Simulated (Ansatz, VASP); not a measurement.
## TiO2 (Rutile) in two plane-wave programs

Aim: how closely do two programs agree when they are given the same cell, functional and k mesh? The cell is taken from a series of runs on this material, whose earlier steps may have relaxed, scaled, displaced or heated it; both programs get it as it stands.

Program: Ansatz 0.2.0. Level of theory: plane waves, with VASP 6.6.1 beside it; single point at r2SCAN. Results are calculated unless marked as measured.

## Step 1: The structure

Symmetry: P4_2/mnm, No. 136, tetragonal system. The conventional cell has a = 4.597 Å, b = 4.597 Å, c = 2.954 Å, α = 90.00°, β = 90.00°, γ = 90.00°. Ti has 6 O at 1.95 to 1.98 Å nearest. O has 3 Ti at 1.95 to 1.98 Å nearest. Farther neighbours and most contacts between anions are not listed.

As a file:

```xyz
6
Lattice="4.5970 0.0000 0.0000 0.0000 4.5970 0.0000 0.0000 0.0000 2.9535" Properties=species:S:1:pos:R:3 pbc="T T T"
Ti    0.0000    0.0000    0.0000
Ti    2.2985    2.2985    1.4768
O     1.4004    1.4004    0.0000
O     0.8981    3.6989    1.4768
O     3.1966    3.1966    0.0000
O     3.6989    0.8981    1.4768
```

## Step 2: VASP: single point, r2SCAN

With cell and atoms fixed, the geometry can't cause a difference; cores, projectors, grids and the points listed under the comparison can.

Lines of VASP's logs that name or quote its potential files are left out, and so is its time.

File INCAR:

```
SYSTEM = TiO2
PREC = Accurate
ENCUT = 660
EDIFF = 1E-06
NELM = 120
ISMEAR = -1
SIGMA = 0.02
LREAL = .FALSE.
ALGO = Normal
METAGGA = R2SCAN
LASPH = .TRUE.
NBANDS = 30
LORBIT = 11
LWAVE = .FALSE.
LCHARG = .FALSE.
ISIF = 2
GGA_COMPAT = .FALSE.
EFERMI = MIDGAP
LMIXTAU = .TRUE.
KPAR = 2
```

File POSCAR:

```
TiO2
1.0
    4.5969571735      0.0000000000      0.0000000000
    0.0000000000      4.5969571735      0.0000000000
    0.0000000000      0.0000000000      2.9535436681
Ti O
2 4
Direct
    0.0000000000      0.0000000000      0.0000000000
    0.5000000000      0.5000000000      0.5000000000
    0.3046328041      0.3046328041      0.0000000000
    0.1953671959      0.8046328041      0.5000000000
    0.6953671959      0.6953671959      0.0000000000
    0.8046328041      0.1953671959      0.5000000000
```

File KPOINTS:

```
Automatic mesh
0
Gamma
6 6 8
0 0 0
```

PAW data sets: Ti_sv and O (PBE family, release 64).

The run is started by

```sh
$ mpirun -np 2 vasp_std
```

Numbers of over 12 decimals in the logs are rounded to 6 here.

Output:

```text
[banner, memory and clock lines left out]
running    2 mpi-ranks, on    1 nodes
 distrk:  each k-point on    1 cores,    2 groups
 distr:  one band on    1 cores,    1 groups

 POSCAR found type information on POSCAR TiO
 POSCAR found :  2 types and       6 ions
|                                                                             |
|               ----> ADVICE to this user running VASP <----                  |
|                                                                             |
|     You enforced a specific xc type in the INCAR file but a different       |
|     [... a line on the potential file left out ...]
|     I HOPE YOU KNOW WHAT YOU ARE DOING!                                     |
|                                                                             |

 LDA part: xc-table for (None), standard interpolation
 POSCAR, INCAR and KPOINTS ok, starting setup
 FFT: planning ... GRIDC
 FFT: planning ... GRID_SOFT
 FFT: planning ... GRID
 WAVECAR not read
 entering main loop
       N       E                     dE             d eps       ncg     rms          rms(c)
DAV:   1     0.735756113123E+03    0.73576E+03   -0.28863E+04  3000   0.227E+03
DAV:   2     0.304922306971E+02   -0.70526E+03   -0.66997E+03  3170   0.629E+02
DAV:   3    -0.954146108869E+02   -0.12591E+03   -0.12261E+03  4462   0.230E+02
DAV:   4    -0.101724754026E+03   -0.63101E+01   -0.63009E+01  4260   0.517E+01
DAV:   5    -0.101968991438E+03   -0.24424E+00   -0.24415E+00  4150   0.856E+00    0.316E+01
DAV:   6    -0.722801259539E+02    0.29689E+02   -0.74310E+01  3790   0.103E+02    0.820E+00
DAV:   7    -0.687789420299E+02    0.35012E+01   -0.49100E+00  3858   0.162E+01    0.535E+00
DAV:   8    -0.757902881728E+02   -0.70113E+01   -0.26788E+00  3212   0.119E+01    0.208E+00
DAV:   9    -0.693237262987E+02    0.64666E+01   -0.17146E+00  3006   0.102E+01    0.997E-01
DAV:  10    -0.693019974752E+02    0.21729E-01   -0.15510E-01  3744   0.349E+00    0.627E-01
DAV:  11    -0.692837021799E+02    0.18295E-01   -0.39991E-01  3406   0.462E+00    0.356E-01
DAV:  12    -0.698140272345E+02   -0.53033E+00   -0.26236E-01  3320   0.424E+00    0.139E-01
DAV:  13    -0.698149691714E+02   -0.94194E-03   -0.54256E-03  4096   0.569E-01    0.754E-02
DAV:  14    -0.698126966229E+02    0.22725E-02   -0.18292E-03  3050   0.428E-01    0.104E-01
DAV:  15    -0.698155270191E+02   -0.28304E-02   -0.12146E-03  3048   0.342E-01    0.622E-02
DAV:  16    -0.698155786493E+02   -0.51630E-04   -0.85086E-05  3872   0.783E-02    0.733E-02
DAV:  17    -0.698156062584E+02   -0.27609E-04   -0.31940E-05  3204   0.558E-02    0.598E-02
DAV:  18    -0.698156223962E+02   -0.16138E-04   -0.25827E-05  3358   0.567E-02    0.356E-02
DAV:  19    -0.698156203669E+02    0.20293E-05   -0.22501E-05  3178   0.410E-02    0.129E-02
DAV:  20    -0.698156201860E+02    0.18083E-06   -0.13678E-06  1802   0.126E-02
   1 F= -.69815620E+02 E0= -.69815620E+02  d E =0.000000E+00
```

Parts of OUTCAR (step 2):

```text
ion  position               nearest neighbor table
   1  0.000  0.000  0.000-   4 1.95   6 1.95   4 1.95   6 1.95   5 1.98   3 1.98
   2  0.500  0.500  0.500-   3 1.95   5 1.95   3 1.95   5 1.95   4 1.98   6 1.98
   3  0.305  0.305  0.000-   2 1.95   2 1.95   1 1.98
   4  0.195  0.805  0.500-   1 1.95   1 1.95   2 1.98
   5  0.695  0.695  0.000-   2 1.95   2 1.95   1 1.98
   6  0.805  0.195  0.500-   1 1.95   1 1.95   2 1.98

  LATTYP: Found a simple tetragonal cell.
 ALAT       =     4.5969571735
 C/A-ratio  =     0.6424997138

 Subroutine GETGRP returns: Found 16 space group operations
 (whereof  8 operations were pure point group operations)

The static configuration has the point symmetry D_2h.
 The point group associated with its full space group is D_4h.

 Found     50 irreducible k-points:

   k-points           NKPTS =     50   k-points in BZ     NKDIM =     50   number of bands    NBANDS=     30

   dimension x,y,z NGX =    40 NGY =   40 NGZ =   28
   dimension x,y,z NGXF=    80 NGYF=   80 NGZF=   56

   ENCUT  =  660.0 eV  48.51 Ry    6.96 a.u.   9.63  9.63  6.19*2*pi/ulx,y,z

   NELECT =      48.0000    total number of electrons

 k-points in reciprocal lattice and weights: Automatic mesh
   0.00000000  0.00000000  0.00000000       0.003
   0.16666667  0.00000000  0.00000000       0.014
   0.33333333  0.00000000  0.00000000       0.014
   0.50000000  0.00000000  0.00000000       0.007
   0.16666667  0.16666667  0.00000000       0.014
   0.33333333  0.16666667  0.00000000       0.028
   0.50000000  0.16666667  0.00000000       0.014
   0.33333333  0.33333333  0.00000000       0.014
   0.50000000  0.33333333  0.00000000       0.014
[...]
0.50000000  0.33333333  0.50000000       0.014
   0.50000000  0.50000000  0.50000000       0.003

 average (electrostatic) potential at core
       1 -80.8919       2 -80.8919       3 -73.0000       4 -73.0000       5 -73.0000
       6 -73.0000

 E-fermi :   5.6551

 k-point     1 :       0.0000    0.0000    0.0000
  band No.  band energies     occupation
    ...
     20       2.4667      2.00000
     21       3.7775      2.00000
     22       4.0495      2.00000
     23       4.0495      2.00000
     24       4.5396      2.00000
     25       6.7706      0.00000
     26       7.0947      0.00000
     27       7.3310      0.00000
     28       7.4235      0.00000
     29       7.4235      0.00000
    ...

 k-point     2 :       0.1667    0.0000    0.0000
  band No.  band energies     occupation
    ...
     20       2.4876      2.00000
     21       3.5640      2.00000
     22       3.6058      2.00000
     23       3.8294      2.00000
     24       4.4347      2.00000
     25       6.9212      0.00000
     26       7.2906      0.00000
     27       7.5267      0.00000
     28       7.5332      0.00000
     29       7.5741      0.00000
    ...

 k-point     3 :       0.3333    0.0000    0.0000
  band No.  band energies     occupation
    ...
     20       2.4965      2.00000
     21       2.5912      2.00000
     22       3.2225      2.00000
     23       3.6114      2.00000
     24       4.1242      2.00000
     25       7.2215      0.00000
     26       7.5035      0.00000
     27       7.7800      0.00000
     28       7.8507      0.00000
     29       7.9706      0.00000
    ...

  Total        0.2775412      0.2775412      0.5599827      0.0000000      0.0000000      0.0000000
  in kB        7.1244880      7.1244880     14.3747691      0.0000000      0.0000000      0.0000000
  external PRESSURE =       9.5412484 kB  Pullay stress =       0.0000000 kB

  energy-cutoff  :      660.00
  volume of cell :       62.41
      direct lattice vectors                 reciprocal lattice vectors
     4.596957173  0.000000000  0.000000000     0.217535200  0.000000000  0.000000000
     0.000000000  4.596957173  0.000000000     0.000000000  0.217535200  0.000000000
     0.000000000  0.000000000  2.953543668     0.000000000  0.000000000  0.338576338

 POSITION                                       TOTAL-FORCE (eV/Angst)
 -----------------------------------------------------------------------------------
      0.00000      0.00000      0.00000         0.000000      0.000000      0.000000
      2.29848      2.29848      1.47677         0.000000      0.000000      0.000000
      1.40038      1.40038      0.00000        -0.022624     -0.022624     -0.000000
      0.89809      3.69886      1.47677         0.022624     -0.022624      0.000000
      3.19657      3.19657      0.00000         0.022624      0.022624      0.000000
      3.69886      0.89809      1.47677        -0.022624      0.022624      0.000000
 -----------------------------------------------------------------------------------
    total drift:                               -0.000000      0.000000     -0.000000

  FREE ENERGIE OF THE ION-ELECTRON SYSTEM (eV)
  ---------------------------------------------------
  free  energy   TOTEN  =       -69.8156201860 eV

  energy  without entropy=      -69.8156201860  energy(sigma->0) =      -69.81562019

 total charge
# of ion       s       p       d       tot
------------------------------------------
    1        2.218   6.302   1.645  10.166
    2        2.218   6.302   1.645  10.166
    3        1.573   3.536   0.000   5.108
    4        1.573   3.536   0.000   5.108
    5        1.573   3.536   0.000   5.108
    6        1.573   3.536   0.000   5.108
--------------------------------------------------
tot         10.728  26.747   3.291  40.766

[... 3 further parts left out ...]
```

The run ends at a pressure of 0.95 GPa, with forces up to 0.032 eV/Å.

## Step 3: Ansatz: single point, r2SCAN

Ansatz runs on its default PAW (the set named soft_2) files.

The same cell, functional, mesh and smearing now go to Ansatz, which takes its cutoff from its data sets.

File input.yaml:

```yaml
crystal:
  lattice:
    - [4.5969571735, 0.0, 0.0]
    - [0.0, 4.5969571735, 0.0]
    - [0.0, 0.0, 2.9535436681]
  atoms:
    - { symbol: Ti, position: [0.0, 0.0, 0.0] }
    - { symbol: Ti, position: [0.5, 0.5, 0.5] }
    - { symbol: O, position: [0.3046328041, 0.3046328041, 0.0] }
    - { symbol: O, position: [0.1953671959, 0.8046328041, 0.5] }
    - { symbol: O, position: [0.6953671959, 0.6953671959, 0.0] }
    - { symbol: O, position: [0.8046328041, 0.1953671959, 0.5] }
kpoints:
  mp_grid: { grid: [6, 6, 8] }
  band_path:
    path:
      - [[0.0, 0.0, 0.0], [0.0, 0.5, 0.0], [0.5, 0.5, 0.0], [0.0, 0.0, 0.0], [0.0, 0.0, 0.5], [0.0, 0.5, 0.5], [0.5, 0.5, 0.5], [0.0, 0.0, 0.5]]
      - [[0.0, 0.5, 0.0], [0.0, 0.5, 0.5]]
      - [[0.5, 0.5, 0.0], [0.5, 0.5, 0.5]]
    npoints: 10
hamiltonian:
  xc: r2scan
scf:
  occupations: { method: fermi_dirac, width: 0.02 }
  n_extra_bands: 6
output:
  eigenvalues: true
  forces: true
  stress: true
  write_density: true
  write_potential: true
  elf: true
  volumetric_format: npy
```

The run is started by

```sh
$ ansatz run input.yaml --threads 3 --pin off --max-ram 92160MiB --backend cuda --events-out ev --progress --plain --runs-dir out --devices 1 --max-vram 13GiB
```

Output:

```text
scf.n_extra_bands = 6 over 24 filled bands (N_el = 48.0): the run solves 30 bands
GPUs: using 1 of 1 available (devices: 1).
Engine: ansatz 0.2.0, x86_64-unknown-linux-gnu
Pseudopotentials: kind: paw
Pseudopotential: Ti, paw, valence charge 12, recommended cutoff 500 eV (meta_gga), Ti.paw.azcp
Pseudopotential: O, paw, valence charge 6, recommended cutoff 500 eV (meta_gga), O.paw.azcp
Functional definition: r2SCAN
  parameter k0 = 0.174
  parameter k1 = 0.065
  parameter a1 = 4.9479
  exchange = r2scan_x(k0 = k0, k1 = k1, a1 = a1)
  correlation = r2scan_c
device memory: the entry about to start is reckoned to put 2.9 GiB on a device that reports 20.5 GiB free (of which the cap on the GPU budget leaves the run 13.0 GiB)
GPU FFT provider: cuFFT
GPU libraries: cuBLAS 13.8.2, cuFFT 12.4.0, cuSOLVER 12.3.4
Crystal: 6 atoms, lattice volume = 62.414 Å³
Basis set: ecut = 500 eV, 1559 PW (Γ), exchange–correlation on 144×144×96 points (64 copies of the dense FFT grid, shifted against one another)
Bands: 30, of which v1, the nominal top of the filled ones, is band 24 counted from 1 (23 counted from 0)
Symmetry: 16 space group operations
Space group: P42/mnm (ITA 136), of the structure as read, at distance tolerance 4.0e-5 Å
k-points: 50 of 288
Non-local potential: Ti, projectors of the file, l = 0: 3, l = 1: 2, l = 2: 3, l = 3: 1
Non-local potential: O, projectors of the file, l = 0: 2, l = 1: 2, l = 2: 1
PAW form: soft (Blöchl's): semilocal exchange-correlation on the pseudo side does not see the compensation charge
PAW frozen core: Ti, regenerated for the run's functional (the file was generated under x = pbe(κ = 0.804, μ = 0.219515), c = pbe(β = 0.066725))
PAW frozen core: O, regenerated for the run's functional (the file was generated under x = pbe(κ = 0.804, μ = 0.219515), c = pbe(β = 0.066725))
PAW one-centre angular grid: Ti, 590 points (default); XC on 160 Gauss nodes
PAW one-centre angular grid: O, 302 points (default); XC on 160 Gauss nodes
Initial density: superposition of atomic densities (neutral atoms: chi_scale 0, normalization atom), corrected by the library's trained network
Initial wavefunctions: pseudopotential atomic-orbital guess
GPU buffer pool allocated for 31104 grid points (all kernels)
GPU transforms: local potential and band sums: pruned to the plane-wave sphere, on 36×36×24
Functional: x = r2scan, c = r2scan; τ floored in thin density (d = 2e-4 eV/Å³)
SCF iter   1: F=—  HF=-7292.562111 eV  |F-HF|=—  |Δ(HF+E_count)|=         —  Δρ=2.74e-2  dr2=5.49e-1  dr2_τ=3.85e-1  ethr=1.77e-3  ⟨swp⟩=6.0  Hψ=6193  notcnv=0
preconditioner: auto → Resta (q_TF=auto, 2.611 Å⁻¹)  ε∞=7.3  [insulator: Δε(μ)=2.735 eV  Ē_g=10.562 eV  σ=0.020 eV  W_gap=1.00  n_scr=18 (ndim 8)  ℏωp=26.6 eV  f_vac=0.017  D(μ)=0.00/eV (n_scr^D=0)  ε∞_Penn≈7.3]
SCF iter   2: F=—  HF=-7292.583285 eV  |F-HF|=—  |Δ(HF+E_count)|=   2.12e-2  Δρ=1.22e-2  dr2=4.42e-2  dr2_τ=2.80e-2  ethr=1.14e-3  ⟨swp⟩=3.0  Hψ=3296  notcnv=0  defer=75
SCF iter   3: F=—  HF=-7292.577977 eV  |F-HF|=—  |Δ(HF+E_count)|=   5.31e-3  Δρ=4.04e-3  dr2=6.09e-3  dr2_τ=5.36e-4  ethr=9.21e-5  ⟨swp⟩=2.1  Hψ=2455  notcnv=0  defer=75
SCF iter   4: F=—  HF=-7292.577713 eV  |F-HF|=—  |Δ(HF+E_count)|=   2.64e-4  Δρ=1.16e-3  dr2=4.25e-4  dr2_τ=1.05e-4  ethr=1.27e-5  ⟨swp⟩=2.0  Hψ=2242  notcnv=0  defer=75
SCF iter   5: F=—  HF=-7292.577814 eV  |F-HF|=—  |Δ(HF+E_count)|=   1.01e-4  Δρ=1.83e-4  dr2=2.45e-5  dr2_τ=1.41e-6  ethr=8.86e-7  ⟨swp⟩=2.0  Hψ=2251  notcnv=0  defer=75
SCF iter   6: F=—  HF=-7292.577928 eV  |F-HF|=—  |Δ(HF+E_count)|=   1.15e-4  Δρ=4.45e-5  dr2=1.78e-6  dr2_τ=8.04e-8  ethr=5.11e-8  ⟨swp⟩=2.0  Hψ=2658  notcnv=0  defer=75
SCF iter   7: F=—  HF=-7292.577928 eV  |F-HF|=—  |Δ(HF+E_count)|=   8.71e-8  Δρ=1.73e-5  dr2=2.20e-7  dr2_τ=1.05e-8  ethr=3.71e-9  ⟨swp⟩=2.1  Hψ=2061  notcnv=0  defer=75
SCF iter   8: F=-7292.577928 eV  HF=-7292.577928 eV  |F-HF|=1.79e-9  |Δ(HF+E_count)|=   9.86e-9  Δρ=2.28e-6  dr2=3.64e-9  dr2_τ=5.44e-11  ethr=2.08e-10  ⟨swp⟩=12.7  Hψ=10387  notcnv=0
SCF 1 converged in 8 iterations: F = -7292.577928 eV  dr2 = 3.64e-9
  greatest PAW one-centre occupation: 1.000 electrons in one spin orbital (limit 2), on the Ti atom at site 1 (counted from 0), in its partial waves of l = 0
device memory: the entry about to start is reckoned to put 3.5 GiB on a device that reports 20.0 GiB free (of which the cap on the GPU budget leaves the run 13.0 GiB)
NSCF: frozen V_eff on 93 k-points, pencils in batches of 32, up to order 132
SCF converged after 8 iterations
Free energy (F): -7292.577928 eV
Harris-Foulkes:  -7292.577928 eV  (|F-HF|=1.79e-9)
Internal energy: -7292.577928 eV  (E = F + TS)
E sigma→0 (E₀):  -7292.577928 eV
Fermi energy:    9.911361 eV
--- Per-component energies (eV) ---
  E_band       = -440.857854
  E_kinetic    = 1251.132561
  E_local      = -3079.200597  (includes V_loc(G=0)·N_el)
  E_nonlocal   = 191.764698
  E_hartree    = 1170.459892
  E_xc         = -482.935992
  E_vxc        = -693.267433  (∫ρ·V_xc dr)
  E_paw        = -2747.306287  (= ΣΔE_a)
  E_vpaw       = -497.806315  (= ΣTr[D̂ρ^β])
  E_aug_tail   = 0.004761  (compensation charges beyond the density's cutoff)
  E_vtau       = 45.594838  (kinetic-family band-sum trace: ∫τ·v_τ [+ j·A + Jᵃ·Aᵃ] dr)
  E_ewald      = -3595.862286
  E_core_change = -0.634678  (= ΣΔE_core)
  E_smearing   = -0.000000  (= −TS)
  E_closure    = 0.000000  (closes the sum)
  Σ components = -7292.577928   (vs F -7292.577928, Δ=0.00e0)
--- Forces (eV/Å), atoms counted from 1 ---
  atom   1  Ti    -0.00000000     0.00000000     0.00000000
  atom   2  Ti    -0.00000000    -0.00000000     0.00000000
  atom   3  O     -0.00190291    -0.00190291     0.00000000
  atom   4  O      0.00190291    -0.00190291     0.00000000
  atom   5  O      0.00190291     0.00190291     0.00000000
  atom   6  O     -0.00190291     0.00190291     0.00000000
  max |Σ_I F_I| component: 2.17e-18 eV/Å
--- Stress (GPa, compression-positive) ---
       -0.010545       0.000000       0.000000
        0.000000      -0.010545       0.000000
        0.000000       0.000000       0.016797
  P = ⅓ Tr σ = -0.0014 GPa (-0.014 kbar)
--- Band table (eV; the first three rows and the last of 50) ---
  k-point 0: bands = [... 20 lower, 8.0619, 8.3288, 8.3288, 8.8068, 11.0273, 11.3501, 11.5690, 11.6672, ... 2 higher]
  k-point 1: bands = [... 20 lower, 7.4433, 8.0272, 8.0272, 8.7203, 11.3932, 11.4729, 11.4863, 11.8561, ... 2 higher]
  k-point 2: bands = [... 20 lower, 6.9673, 7.2962, 7.2962, 8.3246, 11.3901, 11.7227, 12.0074, 12.2835, ... 2 higher]
  k-point 49: bands = [... 20 lower, 7.4944, 7.4944, 8.1007, 8.1007, 11.7495, 11.7495, 12.3811, 12.3811, ... 2 higher]
```

## Step 4: Comparison

Known differences besides the potentials themselves: VASP keeps PBE cores, Ansatz makes them for the functional; the cutoff is 500 eV in Ansatz and 660 eV in VASP; in our runs with r2SCAN, forces from VASP's data set Ti_sv part from Ansatz's all-electron ones, so neither program is the reference here. Total energies have different zeros and are not compared.

Compared:

| quantity | Ansatz | VASP | difference |
| --- | --- | --- | --- |
| pressure (GPa) | 0.00 | 0.95 | -0.96 |
| gap on the k mesh (eV) | 2.220 | 2.231 | -0.010 |

At this near-relaxed geometry the largest component of a force difference is 21 meV/Å. A gap on the mesh is an upper bound, since the band edges may lie between its points.

## Step 5: Summary of results

| Property | Result |
| --- | --- |
| r.m.s. force difference (single point, r2SCAN) | 14 meV/Å |
| difference in pressure (single point, r2SCAN) | -0.96 GPa |

In words: The r.m.s. force difference is 14 meV/Å (single point, r2SCAN), beyond the 12 meV/Å picked in this series as the mark of a large difference. What causes the difference of the single point, r2SCAN pair stays open here. How closely two codes agree says nothing of how well the functional describes the real material.

[Lines on the potential files, build, host, timing and source positions are cut from VASP's logs without a mark.]

[Logs are printed without paths, hosts, clocks, repeated set-up lines and the standing remarks that a program may print on its own settings, such as how far it seeks lower states.]

[Hosts, paths, dates, database ids (printed as entryN), source tags and the programs' standing remarks are cut or masked in the printed files.]
